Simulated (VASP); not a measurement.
Wanted: the native input for a VASP 6.6.1 run.

- Task: optical spectrum
- Functional: PBE
- Potentials or basis: VASP PAW PBE potentials, release 64 (Na_pv, La, Mn_pv, Mo_sv, O)
- Cutoff: 520 eV
- k mesh: 6 × 6 × 6
- Occupations: fermi-dirac, width 0.05 eV
- Spin: collinear spin, ferromagnetic start
- Starting moments: [0.0, 0.0, 4.0, 1.0, 0.0, 0.0, 0.0, 0.0, 0.0, 0.0] μB
- Further INCAR settings: ALGO = Fast; EDIFF = 1e-06; NBANDS = 88

The structure of NaLaMnMoO6 lies in POSCAR:

```
NaLaMnMoO6
1.0
    4.7224200000     -2.7368800000      0.0020400000
    4.7224200000      2.7368800000      0.0020400000
   -3.1779600000      0.0000000000      4.4700000000
Na La Mn Mo O
1 1 1 1 6
Direct
    0.2502100000      0.2502100000      0.7445900000
    0.7511700000      0.7511700000      0.2570700000
    0.4991800000      0.4991800000      0.4991700000
    0.0011000000      0.0011000000      0.0011400000
    0.2850300000      0.7810600000      0.2852000000
    0.7810600000      0.2850300000      0.2852000000
    0.2518700000      0.2518700000      0.1877500000
    0.7477700000      0.7477700000      0.8112400000
    0.2188300000      0.7140700000      0.7152500000
    0.7140700000      0.2188300000      0.7152500000
```

The cell was built by a generator and needn't be a form met in nature.

One way to write it, as run:

INCAR

```
PREC     = Accurate       # precision mode
ENCUT    = 520            # plane-wave cutoff, eV
EDIFF    = 1E-6           # SCF threshold, eV
ISMEAR   = -1             # smearing method
SIGMA    = 0.05           # smearing width, eV
LREAL    = F              # projectors in reciprocal space
LASPH    = T              # aspherical terms in the spheres
NELM     = 120            # most SCF steps
ALGO     = Fast           # electronic algorithm
ISIF     = 2              # what is computed and relaxed
LWAVE    = F              # write WAVECAR
LCHARG   = F              # write CHGCAR
ISPIN    = 2              # spin polarisation
MAGMOM   = 0 0 4 1 0 0 0 0 0 0 # initial moments
LORBIT   = 11             # projections on sites
LMAXMIX  = 6              # l up to which the mixer works
GGA      = PE             # functional
LOPTICS  = T              # frequency-dependent dielectric function
NBANDS   = 88             # bands
NEDOS    = 1000           # points of the DOS
CSHIFT   = 0.1          
KPAR     = 4
```

KPOINTS

```
Automatic mesh
0
Gamma
  6 6 6
```

Potentials or basis: VASP PAW PBE potentials, release 64 (Na_pv, La, Mn_pv, Mo_sv, O).

Launch:

```sh
$ cat potpaw_PBE.64/Na_pv/POTCAR potpaw_PBE.64/La/POTCAR potpaw_PBE.64/Mn_pv/POTCAR potpaw_PBE.64/Mo_sv/POTCAR potpaw_PBE.64/O/POTCAR > POTCAR
$ mpirun -np 4 vasp_std > vasp.out
```

It gave:

```json
{
 "Pressure": "0.6 GPa",
 "Largest force": "0.150 eV/Å",
 "Band gap on the k mesh": "none (metal or under the smearing width)",
 "Net moment": "-1.99 μB per cell",
 "Site moments": "Na -0.00; La +0.02; Mn -2.50; Mo +0.57; O -0.01 μB",
 "Valence electrons inside the program's atomic spheres": "Na 6.02; La 8.48; Mn 11.67; Mo 12.35; O 5.03, 5.04"
}
```

Caveat: spectra need much finer meshes, so this one isn't converged; independent-particle spectra lack excitons; the intraband (Drude) part of a metal's response may be missing; a cell with one magnetic atom can't hold antiferromagnetic order, which such compounds often take; semilocal functionals often make such compounds metallic where correlation or magnetic order opens a gap, which also shifts bond lengths.

It took 10 min on 4 MPI ranks on Intel(R) Xeon(R) Platinum 8488C (Sapphire Rapids), on a shared host, peak memory 2.4 GiB a rank.
